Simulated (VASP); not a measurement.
Output of a VASP run:

### OUTCAR
```
 ion  position               nearest neighbor table
   1  0.619  0.750  0.377-   6 2.75   8 2.75   8 2.75   2 3.62   2 3.62
   2  0.381  0.250  0.623-   5 2.75   7 2.75   7 2.75   1 3.62   1 3.62
   3  0.881  0.250  0.877-   8 2.75   6 2.75   6 2.75   4 3.62   4 3.62
   4  0.119  0.750  0.123-   7 2.75   5 2.75   5 2.75   3 3.62   3 3.62
   5  0.149  0.250  0.509-   2 2.75   4 2.75   4 2.75
   6  0.851  0.750  0.491-   1 2.75   3 2.75   3 2.75
   7  0.351  0.750  0.009-   4 2.75   2 2.75   2 2.75
   8  0.649  0.250  0.991-   3 2.75   1 2.75   1 2.75
  LATTYP: Found a simple orthorhombic cell.
 ALAT       =     4.1019050000
 B/A-ratio  =     1.1392694370
 C/A-ratio  =     2.8268914078
 Subroutine PRICEL returns:
 Original cell was already a primitive cell.
 Subroutine GETGRP returns: Found  8 space group operations
The static configuration has the point symmetry S_2 .
 The point group associated with its full space group is D_2h.
The dynamic configuration has the point symmetry S_2 .
 Subroutine INISYM returns: Found  8 space group operations
 Subroutine IBZKPT returns following result:
 Found      4 irreducible k-points:

 Following reciprocal coordinates:
            Coordinates               Weight
  0.000000  0.000000  0.000000      1.000000
  0.000000  0.333333  0.000000      2.000000
  0.000000  0.000000  0.333333      2.000000
  0.000000  0.333333  0.333333      4.000000
   k-points           NKPTS =      4   k-points in BZ     NKDIM =      4   number of bands    NBANDS=     48
   number of dos      NEDOS =    301   number of ions     NIONS =      8
   total plane-waves  NPLWV =  47040
   dimension x,y,z NGX =    70 NGY =   24 NGZ =   28
   dimension x,y,z NGXF=   140 NGYF=   48 NGZF=   56
   ions per type =               4   4
   PREC   = accura    normal or accurate (medium, high low for compatibility)
   ISTART =      0    job   : 0-new  1-cont  2-samecut
   ICHARG =      2    charge: 1-file 2-atom 10-const
   ISPIN  =      1    spin polarized calculation?
   LNONCOLLINEAR =      F non collinear calculations
   LSORBIT =      F    spin-orbit coupling
   INIWAV =      1    electr: 0-lowe 1-rand  2-diag
   ENCUT  =  300.0 eV  22.05 Ry    4.70 a.u.  16.38  5.79  6.60*2*pi/ulx,y,z
   NELM   =    100;   NELMIN=  2; NELMDL= -5     # of ELM steps
   EDIFF  = 0.1E-05   stopping-criterion for ELM
   LREAL  =      F    real-space projection
   NLSPLINE    = F    spline interpolate recip. space projectors
   LMAXMIX     =    4 max onsite mixed and CHGCAR
   VOSKOWN=      0    Vosko Wilk Nusair interpolation
   EDIFFG = 0.1E-04   stopping-criterion for IOM
   NSW    =      0    number of steps for IOM
   NBLOCK =      1;   KBLOCK =      1    inner block; outer block
   IBRION =     -1    ionic relax: 0-MD 1-quasi-New 2-CG
   NFREE  =      0    steps in history (QN), initial steepest desc. (CG)
   ISIF   =      2    stress and relaxation
   ISYM   =      2    0-nonsym 1-usesym 2-fastsym
   TEIN   =    0.0    initial temperature
   TEBEG  =    0.0;   TEEND  =   0.0 temperature during run
   SMASS  =  -3.00    Nose mass-parameter (am)
   PSTRESS=    0.0 pullay stress
   NELECT =      80.0000    total number of electrons
   EFERMI =   0.00;   METHOD = LEGACY
   ISMEAR =     0;   SIGMA  =   0.01  broadening in eV -4-tet -1-fermi 0-gaus
   IALGO  =     38    algorithm
   LDIAG  =      T    sub-space diagonalisation (order eigenvalues)
   IMIX   =      4    mixing-type and parameters
     AMIX     =   0.40;   BMIX     =  1.00
     AMIX_MAG =   1.60;   BMIX_MAG =  1.00
     AMIN     =   0.10
   GGA     = PE    functional components
   VOSKOWN =     0    Vosko Wilk Nusair interpolation
   LHFCALC =     F    Hartree Fock is set to
   LHFONE  =     F    Hartree Fock one center treatment
   AEXX    =    0.0000 exact exchange contribution
   IVDW    =     0    specifies the selected vdW correction
   LEPSILON=     F    determine dielectric tensor
   LRPA    =     F    only Hartree local field effects (RPA)
  energy-cutoff  :      300.00
  volume of cell :      222.28
      direct lattice vectors                 reciprocal lattice vectors
...
```

**OSZICAR**
```
       N       E                     dE             d eps       ncg     rms          rms(c)
DAV:   1     0.729692229075E+03    0.72969E+03   -0.27568E+04   400   0.152E+03
DAV:   2     0.752819779923E+02   -0.65441E+03   -0.63663E+03   408   0.481E+02
DAV:   3    -0.275397843589E+02   -0.10282E+03   -0.99127E+02   472   0.174E+02
DAV:   4    -0.329886834212E+02   -0.54489E+01   -0.54152E+01   456   0.427E+01
DAV:   5    -0.331390583506E+02   -0.15037E+00   -0.15033E+00   448   0.711E+00    0.666E+00
DAV:   6    -0.323229332713E+02    0.81613E+00   -0.16634E+00   536   0.572E+00    0.422E+00
DAV:   7    -0.323101687698E+02    0.12765E-01   -0.64659E-01   472   0.265E+00    0.164E+00
DAV:   8    -0.323082234837E+02    0.19453E-02   -0.64696E-02   504   0.158E+00    0.352E-01
DAV:   9    -0.323086924442E+02   -0.46896E-03   -0.84602E-03   448   0.606E-01    0.120E-01
DAV:  10    -0.323088430259E+02   -0.15058E-03   -0.85882E-04   480   0.136E-01    0.675E-02
DAV:  11    -0.323089215086E+02   -0.78483E-04   -0.31457E-04   504   0.924E-02    0.228E-02
DAV:  12    -0.323089052527E+02    0.16256E-04   -0.56280E-05   488   0.360E-02    0.851E-03
DAV:  13    -0.323089065581E+02   -0.13054E-05   -0.79301E-06   376   0.119E-02    0.272E-03
DAV:  14    -0.323089065984E+02   -0.40340E-07   -0.64561E-07   288   0.706E-03
   1 F= -.32308907E+02 E0= -.32308907E+02  d E =-.299043E-20
```

OUTCAR:
```
------------------------ aborting loop because EDIFF is reached ----------------------------------------
  FORCE on cell =-STRESS in cart. coord.  units (eV):
  Direction    XX          YY          ZZ          XY          YZ          ZX
  --------------------------------------------------------------------------------------
  Total        3.7529268      4.5386357      1.5410310      0.0000000      0.0000000      0.0000000
  in kB       27.0513107     32.7147448     11.1078394      0.0000000      0.0000000      0.0000000
  external PRESSURE =      23.6246316 kB  Pullay stress =       0.0000000 kB
  volume of cell :      222.28
      direct lattice vectors                 reciprocal lattice vectors
    11.595640000  0.000000000  0.000000000     0.086239311  0.000000000  0.000000000
     0.000000000  4.101905000  0.000000000     0.000000000  0.243789166  0.000000000
     0.000000000  0.000000000  4.673175000     0.000000000  0.000000000  0.213987278
 POSITION                                       TOTAL-FORCE (eV/Angst)
 -----------------------------------------------------------------------------------
      7.17527      3.07643      1.75968        -0.083727     -0.000000      0.114834
      4.42037      1.02548      2.91349         0.083727     -0.000000     -0.114834
     10.21819      1.02548      4.09627         0.083727      0.000000      0.114834
      1.37745      3.07643      0.57690        -0.083727     -0.000000     -0.114834
      1.72253      1.02548      2.37949        -0.191406      0.000000      0.009229
      9.87311      3.07643      2.29369         0.191406      0.000000     -0.009229
      4.07529      3.07643      0.04290         0.191406     -0.000000      0.009229
      7.52035      1.02548      4.63028        -0.191406      0.000000     -0.009229
 -----------------------------------------------------------------------------------
    total drift:                                0.000000      0.000000      0.000000
  FREE ENERGIE OF THE ION-ELECTRON SYSTEM (eV)
  ---------------------------------------------------
  free  energy   TOTEN  =       -32.3089065984 eV

  energy  without entropy=      -32.3089065984  energy(sigma->0) =      -32.30890660
```
(Selected blocks of OUTCAR.)

File POSCAR:
```
SnSe
1
   11.5956400000     0.0000000000     0.0000000000
    0.0000000000     4.1019050000     0.0000000000
    0.0000000000     0.0000000000     4.6731750000
Sn Se
4 4
Direct
  0.6187900000   0.7500000000   0.3765500000
  0.3812100000   0.2500000000   0.6234500000
  0.8812100000   0.2500000000   0.8765500000
  0.1187900000   0.7500000000   0.1234500000
  0.1485500000   0.2500000000   0.5091800000
  0.8514500000   0.7500000000   0.4908200000
  0.3514500000   0.7500000000   0.0091800000
  0.6485500000   0.2500000000   0.9908200000
```

Question: Write an INCAR and KPOINTS that could have produced this output.

Answer: Several could match; the one computed here: the input of the run itself, PBE GGA, plane waves, VASP's PBE PAW potentials (set 64).

**KPOINTS**
```
Automatic mesh
0
Gamma
1 3 3
0 0 0
```

**INCAR**
```
# general
SYSTEM =SnSe
PREC   =Accurate
ENCUT  =300
LREAL  =.FALSE.   # projection in real space or not
LASPH  =.TRUE.

# electronic loop
EDIFF  =1E-6   # SCF stop (eV)
NELM   =100
ALGO   =Normal
LMAXMIX=4   # l cut-off of mixed one-centre charges

# smearing
ISMEAR =0   # Gaussian
SIGMA  =0.01   # width (eV)

# functional
GGA    =PE

# ions
ISIF   =2   # forces and stress, cell fixed

# output
LWAVE  =.FALSE.
LCHARG =.FALSE.
```

POTCAR, in this order: Sn_d Se (PBE.64 set). Program: vasp_std.

At this cut-off the stress carries a Pulay error, which pulls relaxed volumes low.

The structure comes from a computed database's SnSe entry; how it stands against other phases isn't given here. The cell was not relaxed at this level. The k-mesh is coarse (spacing up to 0.54 per Å, 2π included), so the numbers may not be converged in it.
